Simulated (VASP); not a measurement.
Al: relaxation of cell and atoms with PBE

The system is Al.

```
Al
1.0
     0.00000    2.01964    2.01964
     2.01964    0.00000    2.01964
     2.01964    2.01964    0.00000
Al
1
Cartesian
  0.0000 0.0000 0.0000
```

```yaml
Program: VASP 6.6.1
Task: relaxation of cell and atoms
Functional: PBE
Potentials_or_basis: VASP PAW PBE potentials, release 64 (Al)
Cutoff: 600 eV
k_mesh: 16 × 16 × 16
Occupations: methfessel-paxton, width 0.1 eV
Spin: no spin polarisation
Further_INCAR_settings: ALGO = Normal; EDIFF = 1e-07; IBRION = 2; EDIFFG = -0.005; NSW = 90; ISIF = 3
```

| Quantity | Value |
| --- | --- |
| Pressure after relaxing | 0.0 GPa |
| Band gap on the k mesh | none (metal or under the smearing width) |

Final structure:
```yaml
crystal:
  lattice:
    - [0.00000, 2.01964, 2.01964]
    - [2.01964, 0.00000, 2.01964]
    - [2.01964, 2.01964, 0.00000]
  atoms:
    - { symbol: Al, position: [0.00000, 0.00000, 0.00000] }
```

Levels at points of the mesh, in eV from the Fermi level:
```csv
k point,band 1,band 2,band 3,band 4
"(0.00, 0.00, 0.00)",-11.19,12.59,12.59,12.59
"(0.50, 0.00, 0.00)",-4.64,-4.42,11.38,11.38
"(0.50, 0.50, 0.00)",-2.97,-1.64,5.22,5.56
```

Wall time 8.2 s on 1 thread of Intel(R) Xeon(R) Platinum 8259CL CPU @ 2.50GHz (Skylake/Cascade Lake), on a shared host, peak memory 0.14 GiB.

Caveat: the relaxation stopped at its first step, so nothing moved.
